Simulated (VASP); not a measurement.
Here is the system:

```
NiSb
1.0
    1.96694    -3.40684     0.00000
    1.96694     3.40684     0.00000
    0.00000     0.00000     5.09267
Ni Sb
2 2
Cartesian
  1.96694   3.40684   2.54634
  1.96694   3.40684   0.00000
  1.96694   1.13561   1.27317
  1.96694  -1.13561   3.81951
```

Level of theory: PBE GGA with D3 dispersion (zero damping), VASP's PBE PAW potentials (set 64) (plane waves; VASP). Run with 520 eV cut-off, Gaussian smearing of 0.050 eV, potentials Ni Sb.

Unless said otherwise, spin-orbit coupling is left out, though it shifts the bands of the heavy elements here.

**Question.** What does the run give for the band gap (along the path) with the smallest direct gap where there is one?

**Answer.** 
```
Item                                                         Result
-------------------------  ----------------------------------------
band gap (along the path)  none (metal, semimetal or under 0.01 eV)
```

Only differences to runs with the same potentials and settings are physical.

The compound is NiSb in the NiAs type structure. It was relaxed first. The run is not spin-polarised, so no magnetic state was tried.
